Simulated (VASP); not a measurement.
Calculation: PBE GGA, VASP's PBE PAW potentials (set 64) (plane waves; VASP).

VASP input:

INCAR:
```
# general
SYSTEM   = CdSe
PREC     = Accurate
ENCUT    = 400   # plane-wave cut-off (eV)
LREAL    = .False.
LASPH    = .True.   # aspherical one-centre terms
KSPACING = 0.16
KGAMMA   = .True.

# electronic loop
EDIFF    = 1E-6   # SCF stop (eV)
NELM     = 100
ALGO     = Normal   # blocked Davidson
LMAXMIX  = 4

# smearing
ISMEAR   = 0   # Gaussian
SIGMA    = 0.05

# functional
GGA      = PE

# ions
ISIF     = 2

# output
LWAVE    = .False.
LCHARG   = .False.
```

**POSCAR**
```
CdSe
1
    2.1669120000    -3.7407250000     0.0000000000
    2.1669120000     3.7407250000     0.0000000000
    0.0000000000     0.0000000000     7.1879720000
Cd Se
2 2
Direct
  0.6666670000   0.3333330000   0.5000000000
  0.3333330000   0.6666670000   0.0000000000
  0.6666670000   0.3333330000   0.8760000000
  0.3423490000   0.6756830000   0.3760000000
```

POTCAR, in this order: Cd Se (PBE.64 set). Program: vasp_std.

Gaps are read on the run's mesh, which can miss a band edge.

Problem. Predict the energy per atom (σ→0), band gap (on the k-mesh).

Solution. 
```yaml
energy per atom (σ→0): -2.742 eV/atom
band gap (on the k-mesh): 0.56 eV
```

File OSZICAR:
```
...
DAV:   8    -0.109678235614E+02    0.20520E-02   -0.66035E-02 16532   0.281E+00    0.373E-01
DAV:   9    -0.109677147803E+02    0.10878E-03   -0.96349E-03 18350   0.124E+00    0.123E-01
DAV:  10    -0.109678319067E+02   -0.11713E-03   -0.98775E-04 17528   0.382E-01    0.749E-02
DAV:  11    -0.109679476222E+02   -0.11572E-03   -0.27273E-04 17282   0.113E-01    0.210E-02
DAV:  12    -0.109679287316E+02    0.18891E-04   -0.10929E-04 19832   0.111E-01    0.835E-03
DAV:  13    -0.109679316633E+02   -0.29317E-05   -0.15335E-05 16856   0.292E-02    0.699E-03
DAV:  14    -0.109679315475E+02    0.11576E-06   -0.93688E-07 13626   0.524E-03
   1 F= -.10967932E+02 E0= -.10967932E+02  d E =-.321572E-15
```

The compound is CdSe in the wurtzite structure. The cell was not relaxed at this level, atoms are displaced from their ideal sites. The run is one of a series of settings (KGAMMA = .TRUE., KSPACING = 0.16, KPOINTS file removed against the base run), some of them coarse on purpose.
